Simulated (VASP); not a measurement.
Consider the following.

```
PbO
1.0
    4.05666     0.00000     0.00000
    0.00000     4.05666     0.00000
    0.00000     0.00000     5.45208
Pb O
2 2
Direct
  0.50000   0.00000   0.78147
  0.00000   0.50000   0.21853
  0.50000   0.50000   0.00000
  0.00000   0.00000   0.00000
```

All values below come from PBE GGA, VASP's PBE PAW potentials (set 64) (plane waves; VASP). Run with 520 eV cut-off, Gaussian smearing of 0.050 eV, potentials Pb_d O.

Without a dispersion term in the relaxation, distances and binding between the weakly bound layers, chains or molecules are unreliable, and so is what depends on them. Unless said otherwise, spin-orbit coupling is left out, though it shifts the bands of the heavy elements here.

**Question.** Estimate the band gap (along the path) with the smallest direct gap where there is one.

**Answer.** 
The band gap (along the path) is 1.68 eV and the smallest direct gap (along the path) comes out as 1.98 eV.

The absolute energy has meaning only against runs of the same code, potentials and settings.

The compound is PbO in the litharge structure. It was relaxed first, which changed the volume by +13 %.
